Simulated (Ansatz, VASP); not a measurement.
# Cross-check of Al2O3 (Corundum) between VASP and Ansatz

One calculation is typed for both programs; each brings its own data sets. How far apart do they land? The cell is taken from a series of runs on this material, whose earlier steps may have relaxed, scaled, displaced or heated it; both programs get it as it stands.

Method: plane waves, with VASP 6.6.1 beside it; LDA, in Ansatz 0.2.0.

## 1. The structure

It takes space group R-3c (No. 167, trigonal). Conventional cell: a = 4.789 Å, b = 4.789 Å, c = 13.072 Å, α = 90.00°, β = 90.00°, γ = 120.00°. Nearest to O lie 4 Al at 1.87 to 1.98 Å. Al has 6 O at 1.87 to 1.98 Å nearest. Farther neighbours and most contacts between anions are not listed.

As a file:

```xyz
10
Lattice="2.3944 1.3824 4.3572 -2.3944 1.3824 4.3572 0.0000 -2.7648 4.3572" Properties=species:S:1:pos:R:3 pbc="T T T"
O    -0.9319    1.3824    7.6250
O    -0.7313   -1.4982    7.6250
O     1.6631    0.1158    7.6250
O     0.9319   -1.3824    5.4465
O     0.7313    1.4982    5.4465
O    -1.6631   -0.1158    5.4465
Al    0.0000    0.0000    4.6017
Al    0.0000    0.0000    1.9341
Al    0.0000    0.0000    8.4698
Al    0.0000    0.0000   11.1374
```

## 2. VASP: zone-centre phonons, LDA

Second derivatives magnify differences that forces hide, and they need a tight electronic threshold.

Lines of VASP's logs that name or quote its potential files are left out, and so is its time.

Input file INCAR:

```
SYSTEM = Al2O3
PREC = Accurate
ENCUT = 600
EDIFF = 1E-08
NELM = 120
ISMEAR = 0
SIGMA = 0.01
LREAL = .FALSE.
ALGO = Normal
GGA = PW92
NBANDS = 34
LORBIT = 11
LWAVE = .FALSE.
LCHARG = .FALSE.
ISIF = 2
IBRION = 8
LEPSILON = .TRUE.
LASPH = .TRUE.
GGA_COMPAT = .FALSE.
EFERMI = MIDGAP
KPAR = 2
```

Input file POSCAR:

```
Al2O3
1.0
    2.3943735115      1.3823921914      4.3571710673
   -2.3943735115      1.3823921914      4.3571710673
    0.0000000000     -2.7647843828      4.3571710673
O Al
6 4
Direct
    0.5554056469      0.9445943531      0.2500000000
    0.2500000000      0.5554056469      0.9445943531
    0.9445943531      0.2500000000      0.5554056469
    0.4445943531      0.0554056469      0.7500000000
    0.7500000000      0.4445943531      0.0554056469
    0.0554056469      0.7500000000      0.4445943531
    0.3520388476      0.3520388476      0.3520388476
    0.1479611524      0.1479611524      0.1479611524
    0.6479611524      0.6479611524      0.6479611524
    0.8520388476      0.8520388476      0.8520388476
```

Input file KPOINTS:

```
Automatic mesh
0
Gamma
6 6 6
0 0 0
```

Potentials, in the order of the species: O and Al (LDA family, release 64).

Command:

```bash
$ mpirun -np 2 vasp_std
```

Numbers of over 12 decimals in the logs are rounded to 6 here.

Output:

```text
[banner, memory and clock lines left out]
running    2 mpi-ranks, on    1 nodes
 distrk:  each k-point on    1 cores,    2 groups
 distr:  one band on    1 cores,    1 groups

 POSCAR found type information on POSCAR O Al
 POSCAR found :  2 types and      10 ions
|                                                                             |
|               ----> ADVICE to this user running VASP <----                  |
|                                                                             |
|     You enforced a specific xc type in the INCAR file but a different       |
|     [... a line on the potential file left out ...]
|     I HOPE YOU KNOW WHAT YOU ARE DOING!                                     |
|                                                                             |

 LDA part: xc-table for (Slater(with rela. corr.)+PW92), standard interpolation
 POSCAR, INCAR and KPOINTS ok, starting setup
 FFT: planning ... GRIDC
 FFT: planning ... GRID_SOFT
 FFT: planning ... GRID
 WAVECAR not read
 entering main loop
       N       E                     dE             d eps       ncg     rms          rms(c)
DAV:   1     0.240447011476E+03    0.24045E+03   -0.27713E+04  2176   0.151E+03
DAV:   2    -0.773738508836E+02   -0.31782E+03   -0.30693E+03  2786   0.303E+02
DAV:   3    -0.913574120025E+02   -0.13984E+02   -0.13934E+02  2798   0.648E+01
DAV:   4    -0.914685406197E+02   -0.11113E+00   -0.11106E+00  2712   0.661E+00
DAV:   5    -0.914696239934E+02   -0.10834E-02   -0.10831E-02  2756   0.657E-01    0.174E+01
DAV:   6    -0.832914524379E+02    0.81782E+01   -0.30329E+01  2636   0.292E+01    0.624E+00
DAV:   7    -0.831968226130E+02    0.94630E-01   -0.92881E-01  2638   0.469E+00    0.319E+00
DAV:   8    -0.831149367745E+02    0.81886E-01   -0.85617E-02  2740   0.219E+00    0.739E-01
DAV:   9    -0.831077048171E+02    0.72320E-02   -0.14547E-02  2800   0.628E-01    0.268E-01
DAV:  10    -0.831077748545E+02   -0.70037E-04   -0.52819E-04  2584   0.145E-01    0.657E-02
DAV:  11    -0.831077518130E+02    0.23041E-04   -0.14805E-04  2728   0.714E-02    0.259E-02
DAV:  12    -0.831077520943E+02   -0.28130E-06   -0.43858E-06  2684   0.142E-02    0.696E-03
DAV:  13    -0.831077517017E+02    0.39261E-06   -0.14534E-06  2702   0.702E-03    0.164E-03
DAV:  14    -0.831077516982E+02    0.34952E-08   -0.66027E-08  2558   0.153E-03
   1 F= -.83107752E+02 E0= -.83107752E+02  d E =0.000000E+00
 Linear response reoptimize wavefunctions to high precision
DAV:   1    -0.831077516982E+02    0.86402E-11   -0.38208E-09  1852   0.333E-04
DAV:   2    -0.831077516983E+02   -0.76398E-10   -0.52929E-10  1414   0.143E-04
 Linear response G [H, r] |phi>, progress :
  Direction:   1
       N       E                     dE             d eps       ncg     rms
RMM:   1    -0.195581716993E+03   -0.19558E+03    0.13184E+02  5060   0.921E+01
RMM:   2    -0.171070562181E+03    0.24511E+02   -0.10509E+01  3783   0.182E+01
RMM:   3    -0.171117633089E+03   -0.47071E-01   -0.11070E-01  3926   0.181E+00
RMM:   4    -0.171119147192E+03   -0.15141E-02   -0.28468E-03  4083   0.239E-01
RMM:   5    -0.171119174870E+03   -0.27678E-04   -0.77282E-04  4130   0.468E-02
RMM:   6    -0.171119184722E+03   -0.98523E-05   -0.82200E-04  4193   0.244E-02
RMM:   7    -0.171119186399E+03   -0.16770E-05   -0.84082E-04  4209   0.221E-02
RMM:   8    -0.171119187386E+03   -0.98685E-06   -0.85629E-04  4144   0.219E-02
RMM:   9    -0.171119188004E+03   -0.61807E-06   -0.92507E-04  3950   0.218E-02
RMM:  10    -0.171119186623E+03    0.13812E-05   -0.11974E-03  3926   0.219E-02
 Linear response G [H, r] |phi>, progress :
  Direction:   2
       N       E                     dE             d eps       ncg     rms
RMM:   1    -0.197131828355E+03   -0.19713E+03    0.12885E+02  5037   0.924E+01
RMM:   2    -0.173000996104E+03    0.24131E+02   -0.10465E+01  3777   0.182E+01
RMM:   3    -0.173048610038E+03   -0.47614E-01   -0.10719E-01  3919   0.179E+00
RMM:   4    -0.173049994072E+03   -0.13840E-02   -0.26427E-03  4086   0.237E-01
RMM:   5    -0.173050017763E+03   -0.23692E-04   -0.56560E-04  4144   0.448E-02
RMM:   6    -0.173050021958E+03   -0.41948E-05   -0.56162E-04  4212   0.226E-02
RMM:   7    -0.173050024813E+03   -0.28554E-05   -0.59276E-04  4217   0.203E-02
RMM:   8    -0.173050026785E+03   -0.19716E-05   -0.61115E-04  4145   0.201E-02
RMM:   9    -0.173050025954E+03    0.83067E-06   -0.62139E-04  3957   0.200E-02
RMM:  10    -0.173050023863E+03    0.20916E-05   -0.69564E-04  3929   0.200E-02
 Linear response G [H, r] |phi>, progress :
  Direction:   3
       N       E                     dE             d eps       ncg     rms
RMM:   1    -0.195709037843E+03   -0.19571E+03    0.12494E+02  4922   0.923E+01
RMM:   2    -0.172027794272E+03    0.23681E+02   -0.98145E+00  3794   0.175E+01
RMM:   3    -0.172070319242E+03   -0.42525E-01   -0.10205E-01  3866   0.173E+00
[...]
RMM:   8    -0.578186675044E+00   -0.61364E-04   -0.88775E-07  8499   0.258E-03    0.392E-04
RMM:   9    -0.578181550630E+00    0.51244E-05   -0.79117E-07  8835   0.140E-03    0.131E-04
RMM:  10    -0.578182648477E+00   -0.10978E-05   -0.51353E-07  8246   0.108E-03    0.248E-05
RMM:  11    -0.578182811160E+00   -0.16268E-06    0.53197E-07  7205   0.104E-03    0.630E-06
 change of polarisation eV/A/(eV/A) component  2 :    -0.017     1.087     0.000
[...]
Linear response progress:
  Degree of freedom:   2/  5
       N       E                     dE             d eps       ncg     rms          rms(c)
RMM:   1    -0.368219452144E+00   -0.36822E+00    0.36021E-01 14835   0.299E+00
RMM:   2    -0.363838213911E+00    0.43812E-02   -0.60228E-03 12981   0.378E-01    0.165E-01
RMM:   3    -0.364818899814E+00   -0.98069E-03   -0.10888E-03 12102   0.152E-01    0.824E-02
RMM:   4    -0.366601449566E+00   -0.17825E-02   -0.10515E-03 12871   0.139E-01    0.171E-02
RMM:   5    -0.366555906824E+00    0.45543E-04   -0.38030E-05 14131   0.281E-02    0.459E-03
RMM:   6    -0.366609318035E+00   -0.53411E-04   -0.77359E-07 14519   0.452E-03    0.136E-03
RMM:   7    -0.366602198465E+00    0.71196E-05   -0.24022E-07 14519   0.164E-03    0.628E-04
RMM:   8    -0.366608866553E+00   -0.66681E-05   -0.27015E-07 14564   0.108E-03    0.160E-04
RMM:   9    -0.366608345726E+00    0.52083E-06   -0.13590E-07 14614   0.688E-04    0.794E-05
RMM:  10    -0.366608517122E+00   -0.17140E-06    0.30488E-07 14707   0.668E-04    0.132E-05
RMM:  11    -0.366608466256E+00    0.50865E-07    0.14988E-07 14989   0.659E-04    0.610E-06
RMM:  12    -0.366608506698E+00   -0.40442E-07    0.17290E-07 15203   0.657E-04    0.152E-06
RMM:  13    -0.366608498115E+00    0.85830E-08    0.30493E-07 15380   0.654E-04    0.571E-07
RMM:  14    -0.366608500341E+00   -0.22258E-08   -0.15650E-07 15468   0.652E-04    0.263E-07
RMM:  15    -0.366608500053E+00    0.28848E-09   -0.19029E-07 15770   0.650E-04    0.150E-07
RMM:  16    -0.366608500533E+00   -0.48047E-09   -0.24071E-07 16069   0.648E-04    0.122E-07
RMM:  17    -0.366608500423E+00    0.10990E-09   -0.16837E-07 16404   0.647E-04    0.771E-08
 first order change of Fermi-energy  -0.15213E-04
 force on displaced ion       1 direction 2 :  -0.002 -17.330   5.034
 Born effective charge ion    1 direction 2 :   0.000  -1.876   0.352
 Linear response progress:
  Degree of freedom:   3/  5
       N       E                     dE             d eps       ncg     rms          rms(c)
RMM:   1    -0.368621819497E+00   -0.36862E+00    0.36285E-01 14698   0.298E+00
RMM:   2    -0.364662301230E+00    0.39595E-02   -0.60248E-03 13262   0.376E-01    0.163E-01
RMM:   3    -0.365674540287E+00   -0.10122E-02   -0.10926E-03 12059   0.152E-01    0.814E-02
RMM:   4    -0.367456065485E+00   -0.17815E-02   -0.10498E-03 12981   0.135E-01    0.181E-02
RMM:   5    -0.367414329805E+00    0.41736E-04   -0.51057E-05 13783   0.321E-02    0.480E-03
RMM:   6    -0.367509771423E+00   -0.95442E-04   -0.50493E-06 14434   0.866E-03    0.150E-03
RMM:   7    -0.367508666585E+00    0.11048E-05   -0.20845E-07 14473   0.167E-03    0.471E-04
RMM:   8    -0.367511533891E+00   -0.28673E-05   -0.15413E-07 14545   0.734E-04    0.186E-04
RMM:   9    -0.367511316508E+00    0.21738E-06   -0.22889E-07 14560   0.591E-04    0.400E-05
RMM:  10    -0.367511310781E+00    0.57270E-08   -0.41423E-07 14646   0.560E-04    0.147E-05
RMM:  11    -0.367511289085E+00    0.21696E-07   -0.33564E-07 14899   0.554E-04    0.283E-06
RMM:  12    -0.367511310146E+00   -0.21060E-07   -0.15369E-07 14992   0.554E-04    0.792E-07
RMM:  13    -0.367511312797E+00   -0.26510E-08   -0.36950E-08 15137   0.551E-04    0.353E-07
 first order change of Fermi-energy   0.31199E-04
 force on displaced ion       1 direction 3 :   0.000   5.033 -14.443
 Born effective charge ion    1 direction 3 :  -0.000   0.258  -1.957
 Linear response progress:
  Degree of freedom:   4/  5
       N       E                     dE             d eps       ncg     rms          rms(c)
RMM:   1    -0.156898857834E-01   -0.15690E-01    0.59058E-03 22578   0.976E-01
RMM:   2    -0.864739063360E-02    0.70425E-02   -0.21594E-03 13636   0.270E-01    0.876E-02
RMM:   3    -0.849499698489E-02    0.15239E-03   -0.27329E-04 13772   0.679E-02    0.456E-02
RMM:   4    -0.843772672756E-02    0.57270E-04   -0.75906E-05 13949   0.308E-02    0.173E-02
RMM:   5    -0.843051663676E-02    0.72101E-05   -0.25727E-05 14014   0.142E-02    0.379E-03
RMM:   6    -0.842313220017E-02    0.73844E-05   -0.35041E-06 14155   0.420E-03    0.787E-04
RMM:   7    -0.842205719720E-02    0.10750E-05    0.53214E-07 14441   0.733E-04    0.343E-04
RMM:   8    -0.842205906334E-02   -0.18661E-08    0.13725E-07 14500   0.317E-04    0.555E-05
RMM:   9    -0.842205491104E-02    0.41523E-08    0.24395E-07 14577   0.131E-04    0.163E-05
RMM:  10    -0.842209483581E-02   -0.39925E-07   -0.86977E-08 14647   0.104E-04    0.725E-06
RMM:  11    -0.842209952290E-02   -0.46871E-08   -0.62011E-09 14710   0.994E-05    0.194E-06
 first order change of Fermi-energy  -0.88771E-06
 force on displaced ion       7 direction 1 : -18.385  -0.000  -0.000
 Born effective charge ion    7 direction 1 :   2.963   0.029   0.000
 Linear response progress:
  Degree of freedom:   5/  5
       N       E                     dE             d eps       ncg     rms          rms(c)
RMM:   1    -0.181918423915E-01   -0.18192E-01   -0.20489E-02  8085   0.961E-01
RMM:   2    -0.850482306673E-02    0.96870E-02   -0.20135E-03  4803   0.268E-01    0.764E-02
RMM:   3    -0.829111834112E-02    0.21370E-03   -0.50044E-05  5010   0.522E-02    0.461E-02
RMM:   4    -0.817187640445E-02    0.11924E-03   -0.87127E-05  5009   0.565E-02    0.765E-03
RMM:   5    -0.816538371007E-02    0.64927E-05    0.34716E-05  4987   0.943E-03    0.420E-03
RMM:   6    -0.816414036228E-02    0.12433E-05    0.40233E-06  5120   0.397E-03    0.160E-03
RMM:   7    -0.816261334369E-02    0.15270E-05   -0.10439E-06  5111   0.150E-03    0.472E-04
RMM:   8    -0.816288475078E-02   -0.27141E-06   -0.88593E-07  5167   0.503E-04    0.906E-05
RMM:   9    -0.816286449358E-02    0.20257E-07   -0.11322E-06  5177   0.168E-04    0.263E-05
RMM:  10    -0.816290207342E-02   -0.37580E-07   -0.97407E-07  5211   0.109E-04    0.829E-06
RMM:  11    -0.816288142135E-02    0.20652E-07   -0.23765E-07  5223   0.983E-05    0.210E-06
RMM:  12    -0.816288567567E-02   -0.42543E-08   -0.38077E-07  5195   0.942E-05    0.832E-07
RMM:  13    -0.816286878284E-02    0.16893E-07   -0.30164E-07  5069   0.934E-05    0.479E-07
RMM:  14    -0.816286535699E-02    0.34259E-08   -0.34725E-07  4996   0.924E-05    0.176E-07
RMM:  15    -0.816286443580E-02    0.92119E-09   -0.26038E-07  5026   0.917E-05    0.827E-08
 first order change of Fermi-energy   0.55763E-01
 force on displaced ion       7 direction 3 :  -0.000   0.000 -17.276
 Born effective charge ion    7 direction 3 :   0.000   0.000   2.936
 Born effective charges drift removed
 Linear response finished
```

(Continued in part 2 of 3.)

[Lines on the potential files, build, host, timing and source positions are cut from VASP's logs without a mark.]

[Logs are printed without paths, hosts, clocks, repeated set-up lines and the standing remarks that a program may print on its own settings, such as how far it seeks lower states.]

[Hosts, paths, dates, database ids (printed as entryN), source tags and the programs' standing remarks are cut or masked in the printed files.]
